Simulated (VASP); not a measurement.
Here is the system:

```xyz
2
Lattice="1.7300 -2.9964 0.0000 1.7300 2.9964 0.0000 0.0000 0.0000 5.5200" Properties=species:S:1:pos:R:3 pbc="T T T"
Tl     1.7300     0.9988     1.3800
Tl     1.7300    -0.9988     4.1400
```

Calculation: TPSS meta-GGA, VASP's PBE PAW potentials (set 64) (plane waves; VASP). Run with 520 eV cut-off, 11×11×6 Γ-centred mesh, first-order Methfessel-Paxton smearing of 0.10 eV, potentials Tl_d.

Energy and stress use the plane-wave basis of the starting cell.

**Question.** The ions, cell shape and volume are relaxed. What does this cell relax into?

**Answer.** 
```xyz
2
Lattice="1.7441 -3.0209 0.0000 1.7441 3.0209 0.0000 0.0000 0.0000 5.6182" Properties=species:S:1:pos:R:3 pbc="T T T"
Tl     1.7441     1.0070     1.4046
Tl     1.7441    -1.0070     4.2137
```
Space group P6_3/mmc (194), at a tolerance of 0.03 Å.

**Question.** How do energy and volume change from the first to the last step?

**Answer.** The energy (σ→0) changes by -4.4 meV/atom and the volume by +3.4 %, in 6 ionic steps.

The compound is Tl in the hcp structure. This run relaxes it. Symmetry was kept, so distortions that lower it aren't found.
